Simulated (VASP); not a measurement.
Runs of VASP 6.6.1 on Zr3MoC. The structure is cubic, space group Pm-3m (No. 221). The conventional cell has a = 4.943 Å, b = 4.943 Å, c = 4.943 Å, α = 90.00°, β = 90.00°, γ = 90.00°. Zr (site symmetry 4/mmm) has 2 Mo at 2.47 Å as nearest neighbours. Mo (site symmetry m-3m) has 6 Zr at 2.47 Å as nearest neighbours. C (site symmetry m-3m) has 12 Zr at 3.49 Å as nearest neighbours. The cell was built by a generator and needn't be a form met in nature.

| task | level | potentials or basis | spin | cell | k mesh | cutoff (eV) | smearing | k mesh for the DOS | occupations for the DOS | target pressure | gap on the mesh (eV) | pressure (GPa) | relaxed volume (Å³/atom) |
| --- | --- | --- | --- | --- | --- | --- | --- | --- | --- | --- | --- | --- | --- |
| relaxation of cell and atoms | PBE | VASP PAW PBE potentials, release 64 (Zr_sv, Mo_sv, C) | off | relaxed | 6 × 6 × 6 | 600 | gaussian 0.05 eV | - | - | - | none | 0.0 | (b) |
| single point | PBE | VASP PAW PBE potentials, release 64 (Zr_sv, Mo_sv, C) | off | as given | 6 × 6 × 6 | 520 | fermi-dirac 0.05 eV | - | - | - | none | -0.1 | - |
| relaxation of cell and atoms | PBE | VASP PAW PBE potentials, release 64 (Zr_sv, Mo_sv, C) | off | relaxed to 30 GPa | 5 × 5 × 5 | 600 | fermi-dirac 0.05 eV | - | - | 30 GPa | none | 30.0 | - |
| relaxation of cell and atoms | PBE | VASP PAW PBE potentials, release 64 (Zr_sv, Mo_sv, C) | off | relaxed to 20 GPa | 5 × 5 × 5 | 600 | fermi-dirac 0.05 eV | - | - | 20 GPa | none | 20.0 | - |
| relaxation of cell and atoms | PBE | VASP PAW PBE potentials, release 64 (Zr_sv, Mo_sv, C) | off | relaxed to 2 GPa | 5 × 5 × 5 | 600 | fermi-dirac 0.05 eV | - | - | 2 GPa | none | 2.0 | - |
| relaxation of cell and atoms | PBE | VASP PAW PBE potentials, release 64 (Zr_sv, Mo_sv, C) | off | relaxed to 10 GPa | 5 × 5 × 5 | 600 | fermi-dirac 0.05 eV | - | - | 10 GPa | none | 10.0 | - |
| electron localisation function | LAK | VASP PAW PBE potentials, release 64 (Zr_sv, Mo, C) | off | as given | 6 × 6 × 6 | 500 | tetrahedron | - | - | - | none | 2.3 | - |
| relaxation of cell and atoms | RPBE | VASP PAW PBE potentials, release 64 (Zr_sv, Mo_sv, C) | off | relaxed | 6 × 6 × 6 | 600 | gaussian 0.05 eV | - | - | - | none | 0.0 | (a) |
| relaxation of cell and atoms | PBE | VASP PAW PBE potentials, release 64 (Zr_sv, Mo_sv, C) | off | relaxed to 5 GPa | 5 × 5 × 5 | 600 | fermi-dirac 0.05 eV | - | - | 5 GPa | none | 5.0 | - |
| relaxation of cell and atoms | PBE | VASP PAW PBE potentials, release 64 (Zr_sv, Mo_sv, C) | off | relaxed | 5 × 5 × 5 | 600 | fermi-dirac 0.05 eV | - | - | - | none | 0.0 | 24.45 |

**Question.** Fill in the values left out.

**Answer.** (a) 24.66; (b) 24.08.

Caveats: the cell is relaxed towards a set pressure, so the enthalpy falls and the energy may rise (some runs); the volume moved by over 15 % at a fixed basis, so the end points are rough (some runs); the PAW data sets were made with another functional, which shifts forces and pressure a little (some runs); tetrahedron occupations give inexact forces and stress in metals (some runs).

A k mesh can miss the band edges, and the runs leave out spin-orbit coupling on Mo, Zr.

A gap of «none» marks a metal or a gap under the smearing width.

The runs don't all hold the same shells in valence.
